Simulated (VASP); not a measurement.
Runs of VASP 6.6.1 on SiIH3. The cell holds a molecule in a box, 5 atoms: a = 13.000 Å, b = 12.000 Å, c = 12.000 Å, α = 90.00°, β = 90.00°, γ = 90.00°. 

```tsv
task	level	potentials or basis	cell	cutoff (eV)	grid for exact exchange (PRECFOCK)	screening parameter	gap on the mesh (eV)	largest force (eV/Å)
relaxation of the atoms	BLYP	VASP PAW PBE potentials, release 64 (Si, I, H)	atoms relaxed	520	-	-	(b)	0.01
atomic charges	PBE+TS	VASP PAW PBE potentials, release 64 (Si, I, H)	as given	520	-	-	4.92	0.26
single point	HSE06	VASP PAW PBE potentials, release 64 (Si, I, H_s)	as given	400	Fast	0.2 1/A	6.11	(a)
electron localisation function	PBE	VASP PAW PBE potentials, release 64 (Si, I, H)	as given	520	-	-	4.92	0.23
```

Alike in all rows: no spin polarisation; k mesh 1 × 1 × 1; smearing gaussian 0.01 eV.

**Question.** Fill in the values left out.

**Answer.** (a) 0.05; (b) 4.63.

Caveats: spin-orbit coupling is left out, which moves the levels of the heavy elements; the PAW data sets were made with another functional, which shifts forces and pressure a little (some runs).

A k mesh can miss the band edges, and the runs leave out spin-orbit coupling on I.

Not every run made on this cell is shown here.
